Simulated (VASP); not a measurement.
```
CELL_PARAMETERS angstrom
      2.88874     0.00000     0.00000
      0.00000     2.88874     0.00000
      0.00000     0.00000     2.88874
ATOMIC_POSITIONS crystal
  Al 0.50000 0.50000 0.50000
  Ni 0.00000 0.00000 0.00000
```

Level of theory: optB88-vdW, VASP's PBE PAW potentials (set 64) (plane waves; VASP). Numerical set-up: 520 eV cut-off, 13×13×13 Γ-centred mesh, first-order Methfessel-Paxton smearing of 0.10 eV, potentials Al Ni.

Question: Estimate the energy per atom (σ→0), band gap (on the k-mesh) with the smallest direct gap where there is one.

Answer: 
```json
{
 "band gap (on the k-mesh)": "none (metal, semimetal or under 0.01 eV)",
 "energy per atom (σ→0)": "-3.123 eV/atom"
}
```

The compound is NiAl in the CsCl type structure. It was relaxed first. The run is not spin-polarised, so no magnetic state was tried. The electron count is odd and the run is not spin-polarised, which forces a metal.
